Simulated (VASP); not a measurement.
Al (fcc) relaxed at rising pressure, in one space group throughout; other phases were not tried. The pressures are those reached. Level of theory: PBE GGA, VASP's PBE PAW potentials (set 64) (plane waves; VASP).

| P (GPa) | V (Å³/atom) | k-mesh |
|---|---|---|
| 0.13 | 16.429 | 15×15×15 |
| 5.11 | 15.570 | 16×16×16 |
| 10.00 | 14.894 | 16×16×16 |
| 19.89 | 13.878 | 16×16×16 |
| 30.00 | 13.102 | 17×17×17 |

A change of mesh leaves a small step in the series.

Problem. Fit an equation of state and predict the volume at 44.95 GPa.

Solution. Least squares on the third-order Birch-Murnaghan form, P = (3B0/2)(y⁷ − y⁵)[1 + (3/4)(B′ − 4)(y² − 1)] with y = (V0/V)^(1/3), gives V0 = 16.457 Å³/atom, B0 = 82 GPa and B′ = 4.2, and so 12.241 Å³/atom. The run gave 12.245 Å³/atom, +0.0 % from the fit.

Pressures at which the relaxation failed are left out.

The compound is Al in the fcc structure.
